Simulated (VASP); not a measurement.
Output of a VASP run:

### OUTCAR
```
 ion  position               nearest neighbor table
   1  0.000  0.000  0.000-   4 1.88   5 1.88   4 1.88   5 1.88   3 1.89   6 1.89
   2  0.500  0.500  0.500-   3 1.88   6 1.88   3 1.88   6 1.88   5 1.89   4 1.89
   3  0.304  0.304  0.000-   2 1.88   2 1.88   1 1.89
   4  0.804  0.196  0.500-   1 1.88   1 1.88   2 1.89
   5  0.196  0.804  0.500-   1 1.88   1 1.88   2 1.89
   6  0.696  0.696  0.000-   2 1.88   2 1.88   1 1.89
  LATTYP: Found a simple tetragonal cell.
 ALAT       =     4.4106038358
 C/A-ratio  =     0.6489203546
 Subroutine PRICEL returns:
 Original cell was already a primitive cell.
 Subroutine GETGRP returns: Found 16 space group operations
The static configuration has the point symmetry D_2h.
 The point group associated with its full space group is D_4h.
The dynamic configuration has the point symmetry D_2h.
The overall configuration has the point symmetry D_2h.
 Subroutine INISYM returns: Found 16 space group operations
 Subroutine IBZKPT returns following result:
 Found     60 irreducible k-points:

 Following reciprocal coordinates:
            Coordinates               Weight
  0.000000  0.000000  0.000000      1.000000
  0.166667  0.000000  0.000000      4.000000
  0.333333  0.000000  0.000000      4.000000
  0.500000  0.000000  0.000000      2.000000
  0.166667  0.166667  0.000000      4.000000
  0.333333  0.166667  0.000000      8.000000
  0.500000  0.166667  0.000000      4.000000
  0.333333  0.333333  0.000000      4.000000
  0.500000  0.333333  0.000000      4.000000
  0.500000  0.500000  0.000000      1.000000
  0.000000  0.000000  0.100000      2.000000
  0.166667  0.000000  0.100000      8.000000
  0.333333  0.000000  0.100000      8.000000
  0.500000  0.000000  0.100000      4.000000
  0.166667  0.166667  0.100000      8.000000
  0.333333  0.166667  0.100000     16.000000
  0.500000  0.166667  0.100000      8.000000
  0.333333  0.333333  0.100000      8.000000
  0.500000  0.333333  0.100000      8.000000
  0.500000  0.500000  0.100000      2.000000
  0.000000  0.000000  0.200000      2.000000
  0.166667  0.000000  0.200000      8.000000
  0.333333  0.000000  0.200000      8.000000
  0.500000  0.000000  0.200000      4.000000
  0.166667  0.166667  0.200000      8.000000
  0.333333  0.166667  0.200000     16.000000
  0.500000  0.166667  0.200000      8.000000
  0.333333  0.333333  0.200000      8.000000
  0.500000  0.333333  0.200000      8.000000
  0.500000  0.500000  0.200000      2.000000
  0.000000  0.000000  0.300000      2.000000
  0.166667  0.000000  0.300000      8.000000
  0.333333  0.000000  0.300000      8.000000
  0.500000  0.000000  0.300000      4.000000
  0.166667  0.166667  0.300000      8.000000
  0.333333  0.166667  0.300000     16.000000
  0.500000  0.166667  0.300000      8.000000
  0.333333  0.333333  0.300000      8.000000
  0.500000  0.333333  0.300000      8.000000
  0.500000  0.500000  0.300000      2.000000
   k-points           NKPTS =     60   k-points in BZ     NKDIM =     60   number of bands    NBANDS=     30
   number of dos      NEDOS =    301   number of ions     NIONS =      6
   total plane-waves  NPLWV =  31104
   dimension x,y,z NGX =    36 NGY =   36 NGZ =   24
   dimension x,y,z NGXF=    72 NGYF=   72 NGZF=   48
   ions per type =               2   4
   PREC   = accura    normal or accurate (medium, high low for compatibility)
   ISTART =      0    job   : 0-new  1-cont  2-samecut
   ICHARG =      2    charge: 1-file 2-atom 10-const
   ISPIN  =      2    spin polarized calculation?
   LNONCOLLINEAR =      F non collinear calculations
   LSORBIT =      F    spin-orbit coupling
   INIWAV =      1    electr: 0-lowe 1-rand  2-diag
   ENCUT  =  520.0 eV  38.22 Ry    6.18 a.u.   8.20  8.20  5.32*2*pi/ulx,y,z
   NELM   =    100;   NELMIN=  2; NELMDL= -5     # of ELM steps
   EDIFF  = 0.1E-05   stopping-criterion for ELM
   LREAL  =      F    real-space projection
...
```

### OSZICAR
```
       N       E                     dE             d eps       ncg     rms          rms(c)
DAV:   1     0.664459580149E+03    0.66446E+03   -0.28790E+04  7400   0.202E+03
DAV:   2     0.328194423286E+02   -0.63164E+03   -0.59445E+03  7828   0.569E+02
DAV:   3    -0.487551370060E+02   -0.81575E+02   -0.79487E+02  8948   0.193E+02
DAV:   4    -0.518521440511E+02   -0.30970E+01   -0.28446E+01  8444   0.336E+01
DAV:   5    -0.519126347351E+02   -0.60491E-01   -0.60551E-01  7478   0.519E+00    0.440E+01
DAV:   6    -0.483987403595E+02    0.35139E+01   -0.18189E+02  8978   0.121E+02    0.586E+01
DAV:   7    -0.378989665232E+02    0.10500E+02   -0.14156E+02  9402   0.126E+02    0.201E+01
DAV:   8    -0.357604861932E+02    0.21385E+01   -0.93010E+00  7742   0.294E+01    0.811E+00
DAV:   9    -0.353502361833E+02    0.41025E+00   -0.20582E+00  9758   0.144E+01    0.300E+00
DAV:  10    -0.353650624195E+02   -0.14826E-01   -0.19625E-01  7546   0.375E+00    0.161E+00
DAV:  11    -0.353590441341E+02    0.60183E-02   -0.30730E-02  7646   0.201E+00    0.397E-01
DAV:  12    -0.353595461389E+02   -0.50200E-03   -0.25484E-03  8192   0.492E-01    0.230E-01
DAV:  13    -0.353593730992E+02    0.17304E-03   -0.24012E-04  8544   0.203E-01    0.105E-01
DAV:  14    -0.353593301949E+02    0.42904E-04   -0.11119E-04  8254   0.139E-01    0.365E-02
DAV:  15    -0.353593252489E+02    0.49459E-05   -0.93598E-05  8204   0.127E-01    0.202E-02
DAV:  16    -0.353593225844E+02    0.26645E-05   -0.14872E-05  7524   0.490E-02    0.917E-03
DAV:  17    -0.353593223323E+02    0.25215E-06   -0.23522E-06  5882   0.217E-02
   1 F= -.35359322E+02 E0= -.35359293E+02  d E =-.353593E+02  mag=     0.0000
```

OUTCAR:
```
------------------------ aborting loop because EDIFF is reached ----------------------------------------
  FORCE on cell =-STRESS in cart. coord.  units (eV):
  Direction    XX          YY          ZZ          XY          YZ          ZX
  --------------------------------------------------------------------------------------
  Total        0.0555836      0.0555836      0.0681416      0.0000000      0.0000000      0.0000000
  in kB        1.5994548      1.5994548      1.9608195      0.0000000      0.0000000      0.0000000
  external PRESSURE =       1.7199097 kB  Pullay stress =       0.0000000 kB
  volume of cell :       55.68
      direct lattice vectors                 reciprocal lattice vectors
     4.410603836  0.000000000  0.000000000     0.226726325  0.000000000  0.000000000
     0.000000000  4.410603836  0.000000000     0.000000000  0.226726325  0.000000000
     0.000000000  0.000000000  2.862130605     0.000000000  0.000000000  0.349390066
 POSITION                                       TOTAL-FORCE (eV/Angst)
 -----------------------------------------------------------------------------------
      0.00000      0.00000      0.00000         0.000000      0.000000     -0.000000
      2.20530      2.20530      1.43107         0.000000      0.000000     -0.000000
      1.33889      1.33889      0.00000        -0.000919     -0.000919      0.000000
      3.54419      0.86641      1.43107        -0.000919      0.000919     -0.000000
      0.86641      3.54419      1.43107         0.000919     -0.000919     -0.000000
      3.07171      3.07171      0.00000         0.000919      0.000919     -0.000000
 -----------------------------------------------------------------------------------
    total drift:                                0.000000      0.000000      0.000000
  FREE ENERGIE OF THE ION-ELECTRON SYSTEM (eV)
  ---------------------------------------------------
  free  energy   TOTEN  =       -35.3593223323 eV

  energy  without entropy=      -35.3592334989  energy(sigma->0) =      -35.35929272

 total charge

# of ion       s       p       d       tot
------------------------------------------
    1        0.347   6.460   4.925  11.732
    2        0.347   6.460   4.925  11.732
    3        1.562   3.460   0.000   5.023
    4        1.562   3.460   0.000   5.023
    5        1.562   3.460   0.000   5.023
    6        1.562   3.460   0.000   5.023
--------------------------------------------------
tot          6.942  26.761   9.850  43.554

 magnetization (x)

# of ion       s       p       d       tot
------------------------------------------
    1        0.011   0.018   2.420   2.449
    2       -0.011  -0.018  -2.420  -2.449
    3       -0.001  -0.049   0.000  -0.050
    4        0.001   0.049   0.000   0.050
    5        0.001   0.049   0.000   0.050
    6       -0.001  -0.049   0.000  -0.050
--------------------------------------------------
tot          0.000   0.000   0.000   0.000

 reached required accuracy - stopping structural energy minimisation
```
(Selected blocks of OUTCAR.)

**POSCAR**
```
MnO2
1
    4.4106038358     0.0000000000     0.0000000000
    0.0000000000     4.4106038358     0.0000000000
    0.0000000000     0.0000000000     2.8621306051
Mn O
2 4
Direct
  0.0000000000   0.0000000000   0.0000000000
  0.5000000000   0.5000000000   0.5000000000
  0.3035618408   0.3035618408   0.0000000000
  0.8035618408   0.1964381592   0.5000000000
  0.1964381592   0.8035618408   0.5000000000
  0.6964381592   0.6964381592   0.0000000000
```

Problem. Write an INCAR and KPOINTS that could have produced this output.

Solution. One answer among several that fit: the input of the run itself, optB88-vdW, plane waves, VASP's PBE PAW potentials (set 64).

**INCAR**
```
SYSTEM = MnO2
PREC = Accurate; ENCUT = 520; LREAL = F
LASPH = T
EDIFF = 1E-6; NELM = 100; ALGO = Normal
LMAXMIX = 4
ISMEAR = 1; SIGMA = 0.1
GGA = BO; LUSE_VDW = T; AGGAC = 0.0
PARAM1 = 0.1833333333; PARAM2 = 0.22
MAGMOM = 2.4 -2.4 -0.1 2*0.1 -0.1
ISPIN = 2
IBRION = 2; NSW = 60; ISIF = 3
EDIFFG = -0.02
LWAVE = F; LCHARG = F; LORBIT = 10
```

### KPOINTS
```
Automatic mesh
0
Gamma
6 6 10
0 0 0
```

POTCAR, in this order: Mn_pv O (PBE.64 set). Program: vasp_std.

The compound is MnO2 in the rutile structure. It was relaxed first. The start is the result of an earlier pass.
